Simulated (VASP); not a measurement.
Method: r2SCAN meta-GGA, VASP's PBE PAW potentials (set 64) (plane waves; VASP).

A VASP calculation is set up with these files.

POSCAR:
```
Ti3Al
1.0
  5.7452495452   0.0000000000   0.0000000000
 -2.8726247725   4.9755318442   0.0000000000
  0.0000000000   0.0000000000   4.6279652450
Ti Al
6 2
Direct
  0.8298471764   0.6596943528   0.2500000000
  0.1701528236   0.3403056472   0.7500000000
  0.1701528236   0.8298471764   0.7500000000
  0.8298471764   0.1701528236   0.2500000000
  0.3403056472   0.1701528236   0.2500000000
  0.6596943528   0.8298471764   0.7500000000
  0.3333330000   0.6666670000   0.2500000000
  0.6666670000   0.3333330000   0.7500000000
```

**INCAR**
```
SYSTEM = Ti3Al
PREC = Accurate
ENCUT = 400
EDIFF = 1E-6
NELM = 100
ALGO = Normal
LREAL = .FALSE.
LASPH = .TRUE.
ISMEAR = 1
SIGMA = 0.1
METAGGA = R2SCAN
LMIXTAU = .TRUE.
LMAXMIX = 4
LWAVE = .FALSE.
LCHARG = .FALSE.
IBRION = 2
ISIF = 3
NSW = 60
EDIFFG = -0.02
```

File KPOINTS:
```
Automatic mesh
0
Gamma
6 6 6
0 0 0
```

POTCAR, in this order: Ti_sv Al (PBE.64 set). Program: vasp_std.

Output

### OSZICAR
```
       N       E                     dE             d eps       ncg     rms          rms(c)
DAV:   1     0.940361806892E+03    0.94036E+03   -0.35052E+04  2576   0.178E+03
DAV:   2     0.290893536763E+02   -0.91127E+03   -0.89626E+03  2576   0.582E+02
DAV:   3    -0.997976173030E+02   -0.12889E+03   -0.12480E+03  4172   0.187E+02
DAV:   4    -0.119134034220E+03   -0.19336E+02   -0.18947E+02  3872   0.632E+01
DAV:   5    -0.120632569235E+03   -0.14985E+01   -0.14920E+01  4090   0.152E+01    0.263E+01
DAV:   6    -0.972070645840E+02    0.23426E+02   -0.72616E+01  3178   0.698E+01    0.467E+00
DAV:   7    -0.905910963538E+02    0.66160E+01   -0.59333E+00  3296   0.156E+01    0.311E+00
DAV:   8    -0.938753657617E+02   -0.32843E+01   -0.32938E+00  2832   0.114E+01    0.214E+00
DAV:   9    -0.938006386261E+02    0.74727E-01   -0.13036E+00  2924   0.886E+00    0.550E-01
DAV:  10    -0.934239697662E+02    0.37667E+00   -0.36833E-01  3510   0.247E+00    0.876E-01
DAV:  11    -0.934448141300E+02   -0.20844E-01   -0.10753E-02  3408   0.657E-01    0.991E-01
DAV:  12    -0.935903260924E+02   -0.14551E+00   -0.94240E-02  2828   0.195E+00    0.536E-01
DAV:  13    -0.935787179095E+02    0.11608E-01   -0.52230E-02  3084   0.114E+00    0.223E-01
DAV:  14    -0.935869009531E+02   -0.81830E-02   -0.70221E-03  3388   0.481E-01    0.193E-01
DAV:  15    -0.935926251873E+02   -0.57242E-02   -0.62425E-03  2840   0.464E-01    0.982E-02
DAV:  16    -0.935915927842E+02    0.10324E-02   -0.25618E-03  3150   0.256E-01    0.512E-02
DAV:  17    -0.935921707042E+02   -0.57792E-03   -0.69043E-04  3068   0.181E-01    0.256E-02
DAV:  18    -0.935921867404E+02   -0.16036E-04   -0.98948E-05  3582   0.738E-02    0.193E-02
DAV:  19    -0.935921756849E+02    0.11056E-04   -0.73876E-06  2480   0.152E-02    0.156E-02
DAV:  20    -0.935922659345E+02   -0.90250E-04   -0.61420E-05  3030   0.539E-02    0.538E-03
DAV:  21    -0.935922412431E+02    0.24691E-04   -0.69478E-06  2300   0.215E-02    0.357E-03
DAV:  22    -0.935922411902E+02    0.52889E-07   -0.53156E-06  2230   0.157E-02
   1 F= -.93592241E+02 E0= -.93592040E+02  d E =-.935922E+02
```

**OUTCAR**
```
------------------------ aborting loop because EDIFF is reached ----------------------------------------
  FORCE on cell =-STRESS in cart. coord.  units (eV):
  Direction    XX          YY          ZZ          XY          YZ          ZX
  --------------------------------------------------------------------------------------
  Total        0.0722620      0.0722620     -0.0080527      0.0000000      0.0000000      0.0000000
  in kB        0.8751488      0.8751487     -0.0975250      0.0000000      0.0000000      0.0000000
  external PRESSURE =       0.5509242 kB  Pullay stress =       0.0000000 kB
  volume of cell :      132.29
      direct lattice vectors                 reciprocal lattice vectors
     5.745249545  0.000000000  0.000000000     0.174056843  0.100491770  0.000000000
    -2.872624773  4.975531844  0.000000000     0.000000000  0.200983539  0.000000000
     0.000000000  0.000000000  4.627965245     0.000000000  0.000000000  0.216077681
 POSITION                                       TOTAL-FORCE (eV/Angst)
 -----------------------------------------------------------------------------------
      2.87262      3.28233      1.15699        -0.000000     -0.005163      0.000000
      0.00000      1.69320      3.47097         0.000000      0.005163      0.000000
     -1.40627      4.12893      3.47097         0.004472     -0.002582     -0.000000
      4.27889      0.84660      1.15699        -0.004472      0.002582     -0.000000
      1.46636      0.84660      1.15699         0.004472      0.002582     -0.000000
      1.40627      4.12893      3.47097        -0.004472     -0.002582      0.000000
     -0.00000      3.31702      1.15699        -0.000000     -0.000000      0.000000
      2.87263      1.65851      3.47097        -0.000000     -0.000000      0.000000
 -----------------------------------------------------------------------------------
    total drift:                               -0.004998      0.002886     -0.000022
  FREE ENERGIE OF THE ION-ELECTRON SYSTEM (eV)
  ---------------------------------------------------
  free  energy   TOTEN  =       -93.5922411902 eV

  energy  without entropy=      -93.5916389473  energy(sigma->0) =      -93.59204044

 reached required accuracy - stopping structural energy minimisation
```
(Selected blocks of OUTCAR.)

The structure comes from a computed database's Ti3Al entry (P6_3/mmc); how it stands against other phases isn't given here. It was relaxed first. The start is the result of an earlier pass.
